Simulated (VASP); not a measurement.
Write the native input for VASP 6.6.1 that does the following.

* Task: single point
* Functional: PBE
* Potentials or basis: VASP PAW PBE potentials, release 64 (Te, As)
* Cutoff: 520 eV
* k mesh: 6 × 6 × 6
* Occupations: gaussian, width 0.1 eV
* Spin: no spin polarisation
* Dipole correction: no
* Further INCAR settings: ALGO = Normal; EDIFF = 1e-07; NBANDS = 20

The structure of Te3As lies in POSCAR:

```
Te3As
1.0
   -2.3769403517      2.3769403517      5.3095290974
    2.3769403517     -2.3769403517      5.3095290974
    2.3769403517      2.3769403517     -5.3095290974
Te As
3 1
Direct
    0.5000000000      0.5000000000      0.0000000000
    0.2500000000      0.7500000000      0.5000000000
    0.7500000000      0.2500000000      0.5000000000
    0.0000000000      0.0000000000      0.0000000000
```

The cell was built by a generator and needn't be a form met in nature.

These files were run (other wordings do the same):

INCAR

```
SYSTEM = Te3As
PREC = Accurate
ENCUT = 520
EDIFF = 1E-7
ISMEAR = 0
SIGMA = 0.1
LREAL = .False.
LASPH = .True.
NELM = 100
ALGO = Normal
ISIF = 2
LWAVE = .False.
LCHARG = .True.
GGA = PE
LELF = .True.
LVHAR = .True.
NBANDS = 20
```

KPOINTS

```
regular mesh
0
Gamma
  6 6 6
  0 0 0
```

Potentials or basis: VASP PAW PBE potentials, release 64 (Te, As).

Run with:

```bash
$ cat potpaw_PBE.64/Te/POTCAR potpaw_PBE.64/As/POTCAR > POTCAR
$ mpirun -np 1 vasp_std > vasp.out
```

Results of the run:

| Property | Result |
| --- | --- |
| Pressure | -5.9 GPa |
| Band gap on the k mesh | none (metal or under the smearing width) |

Run time: 99 s on 1 thread of AMD EPYC 7R13 Processor (Zen 3), with other jobs on the host, peak memory 0.31 GiB.
